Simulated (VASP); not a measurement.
An input for Ansatz (written as the equivalent of a VASP run, and not itself run):

Ansatz 0.2 input:
```yaml
crystal:
  lattice:
    - [5.3123693, 0.0000000, 0.0000000]
    - [0.0000000, 5.3123693, 0.0000000]
    - [0.0000000, 0.0000000, 5.3123693]
  atoms:
    - { symbol: Nb, position: [0.2500000, 0.0000000, 0.5000000] }
    - { symbol: Nb, position: [0.5000000, 0.2500000, 0.0000000] }
    - { symbol: Nb, position: [0.5000000, 0.7500000, 0.0000000] }
    - { symbol: Nb, position: [0.7500000, 0.0000000, 0.5000000] }
    - { symbol: Nb, position: [0.0000000, 0.5000000, 0.7500000] }
    - { symbol: Nb, position: [0.0000000, 0.5000000, 0.2500000] }
    - { symbol: Sn, position: [0.5000000, 0.5000000, 0.5000000] }
    - { symbol: Sn, position: [0.0000000, 0.0000000, 0.0000000] }
kpoints:
  mp_grid: { grid: [7, 7, 7] }
hamiltonian:
  xc: pbe
  pseudopotentials: { kind: paw }
scf:
  occupations: { method: tetrahedron }
  max_iter: 100
output: { forces: true, stress: true, eigenvalues: true }
```

Write the VASP files for the same calculation (PBE).

One answer among several that fit: 
KPOINTS:
```
Automatic mesh
0
Gamma
7 7 7
0 0 0
```

POSCAR:
```
Nb3Sn
1
    5.3123692862     0.0000000000     0.0000000000
   -0.0000000000     5.3123692862     0.0000000000
    0.0000000000     0.0000000000     5.3123692862
Nb Sn
6 2
Direct
  0.2500000000   0.0000000000   0.5000000000
  0.5000000000   0.2500000000   0.0000000000
  0.5000000000   0.7500000000   0.0000000000
  0.7500000000   0.0000000000   0.5000000000
  0.0000000000   0.5000000000   0.7500000000
  0.0000000000   0.5000000000   0.2500000000
  0.5000000000   0.5000000000   0.5000000000
  0.0000000000   0.0000000000   0.0000000000
```

INCAR:
```
ALGO=Normal
EDIFF=1E-7
ENCUT=400
GGA=PE
ISIF=2
ISMEAR=-5
LASPH=T
LCHARG=T
LEFG=T
LMAXMIX=4
LORBIT=11
LREAL=F
LWAVE=F
NEDOS=601
NELM=100
PREC=Accurate
SYSTEM=Nb3Sn
```

POTCAR, in this order: Nb_sv Sn_d (PBE.64 set). Program: vasp_std.

Limits of the translation: each code has its own PAW files, so the cut-off isn't converted (ENCUT is set for VASP's; basis.ecutwfc is left out, and Ansatz then takes the one that its files recommend); Ansatz stops its SCF on the density residual and VASP on the energy change (EDIFF); the field gradients of LEFG aren't asked of the other code.

The compound is Nb3Sn in the A15 structure. It was relaxed first.
